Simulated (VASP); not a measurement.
Data:

```xyz
2
Lattice="0.0000 3.1916 3.1916 3.1916 0.0000 3.1916 3.1916 3.1916 0.0000" Properties=species:S:1:pos:R:3 pbc="T T T"
Te     3.1916     3.1916     3.1916
Pb     0.0000     0.0000     0.0000
```

All values below come from LDA (Ceperley-Alder, Perdew-Zunger), VASP's LDA PAW potentials (set 64) (plane waves; VASP 6.6.1). Run with 500 eV cut-off, 7×7×7 Γ-centred mesh, Gaussian smearing of 0.050 eV, potentials Te Pb_d.

Question: Estimate the energy per atom (σ→0).

Answer: 
```json
{
 "energy per atom (σ→0)": "-4.389 eV/atom"
}
```

The compound is PbTe in the rock salt structure. It was relaxed first.
